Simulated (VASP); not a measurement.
The cell holds one Sr (fcc) (100) slab, with vacuum along c, ions free to move until forces fall under 0.03 eV/Å, no reconstruction beyond this cell, dipole correction on.

Consider the following.

```
CELL_PARAMETERS angstrom
      4.18013     0.00000     0.00000
      0.00000     4.18013     0.00000
      0.00000     0.00000    26.40772
ATOMIC_POSITIONS crystal
  Sr 0.00000 0.50000 0.33220
  Sr 0.50000 0.00000 0.44370
  Sr 0.00000 0.50000 0.55630
  Sr 0.50000 0.00000 0.66780
```

These are PBEsol GGA, VASP's PBE PAW potentials (set 64) (plane waves; VASP 6.6.1) values and carry that method's errors. Run with 400 eV cut-off, 7×7×1 Γ-centred mesh, first-order Methfessel-Paxton smearing of 0.10 eV, potentials Sr_sv.

Slab and bulk use different k-meshes, so the surface energy is good to a few per cent at best.

**Question.** Predict its surface energy, work function, band gap (on the k-mesh).

**Answer.** 
```yaml
surface_energy: 24 meV/Å²
work_function: 2.53 eV
band gap (on the k-mesh): none (metal, semimetal or under 0.01 eV)
```

The cell is a thin slab with vacuum, built from Sr (fcc): (100) face.
